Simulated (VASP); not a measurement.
## TlBi (relaxed from the CsCl type structure, space group Pm-3m): computed properties

Calculation: PBEsol GGA, VASP's PBE PAW potentials (set 64) (plane waves; VASP 6.6.1).

```json
{
  "space_group": "Pm-3m (221)",
  "cell": "a = b = c = 3.8838 Å, α = β = γ = 90.00°",
  "volume_per_atom": "29.29 Å³/atom",
  "band gap (over mesh and band path)": "none (metal, semimetal or under 0.01 eV)",
  "density": "11.72 g/cm³"
}
```

```
BiTl
1.0
    3.88378     0.00000     0.00000
    0.00000     3.88378     0.00000
    0.00000     0.00000     3.88378
Tl Bi
1 1
Direct
  0.00000   0.00000   0.00000
  0.50000   0.50000   0.50000
```

Unless said otherwise, spin-orbit coupling is left out, though it shifts the bands of the heavy elements here.

The structure was generated: TlBi was put into the CsCl type type (Pm-3m), which need not be its known phase. It was relaxed first, which changed the volume by +6 %. Symmetry was kept, so distortions that lower it aren't found.
